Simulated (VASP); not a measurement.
Here is the system:

```
YS
1.0
    0.00000     3.40637     3.40637
    3.40637     0.00000     3.40637
    3.40637     3.40637     0.00000
Y S
1 1
Direct
  0.00000   0.00000   0.00000
  0.25000   0.25000   0.25000
```

Computed with PBEsol GGA, VASP's PBE PAW potentials (set 64) (plane waves; VASP 6.6.1). Numerical set-up: 400 eV cut-off, 8×8×8 Γ-centred mesh, first-order Methfessel-Paxton smearing of 0.10 eV, potentials Y_sv S.

Energy and stress use the plane-wave basis of the starting cell.

Problem. The ions, cell shape and volume are relaxed. Predict the relaxed structure.

Solution. 
```
YS
1.0
    0.00000     3.02252     3.02252
    3.02252     0.00000     3.02252
    3.02252     3.02252     0.00000
Y S
1 1
Cartesian
  0.00000   0.00000   0.00000
  1.51126   1.51126   1.51126
```
Space group F-43m (216), at a tolerance of 0.03 Å.

Problem. How do energy and volume change from the first to the last step?

Solution. The energy (σ→0) changes by -563.3 meV/atom and the volume by -30.1 %, in 3 ionic steps.

```json
[
 {"step": "1", "E(σ→0) (eV)": "-13.3349", "max force (eV/Å)": "0.000", "pressure (GPa)": "-11.09", "volume (Å³)": "79.05"},
 {"step": "2", "E(σ→0) (eV)": "-14.4090", "max force (eV/Å)": "0.000", "pressure (GPa)": "5.05", "volume (Å³)": "51.70"},
 {"step": "3", "E(σ→0) (eV)": "-14.4614", "max force (eV/Å)": "0.000", "pressure (GPa)": "-0.01", "volume (Å³)": "55.23"}
]
```

The structure was generated: YS was put into the zinc blende type (F-43m), which need not be its known phase. This run relaxes it. Symmetry was kept, so distortions that lower it aren't found. The electron count is odd and the run is not spin-polarised, which forces a metal.
